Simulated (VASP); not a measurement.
Here is the system:

```yaml
crystal:
  lattice:
    - [0.00000, 1.72842, 1.72842]
    - [1.72842, 0.00000, 1.72842]
    - [1.72842, 1.72842, 0.00000]
  atoms:
    - { symbol: Ni, position: [0.00000, 0.00000, 0.00000], spin: 0.6 }
```

Calculation: revTPSS meta-GGA, VASP's PBE PAW potentials (set 64) (plane waves; VASP). Run with 520 eV cut-off, 16×16×16 Γ-centred mesh, first-order Methfessel-Paxton smearing of 0.10 eV, potentials Ni.

Problem. Estimate the cell moment, energy per atom (σ→0), band gap (on the k-mesh) with the smallest direct gap where there is one.

Solution. 
- band gap (on the k-mesh): none (metal, semimetal or under 0.01 eV)
- cell moment: 0.60 μB
- energy per atom (σ→0): -1.718 eV/atom

Problem. Give the moment on each site (PAW-sphere projection).

Solution. 
```tsv
site	moment (μB)
Ni1	0.61
```

Total energies compare only between runs with the same potentials, cut-off and functional.

The compound is Ni in the fcc structure. It was relaxed first, which changed the volume by -5 %. The start is the result of an earlier pass.
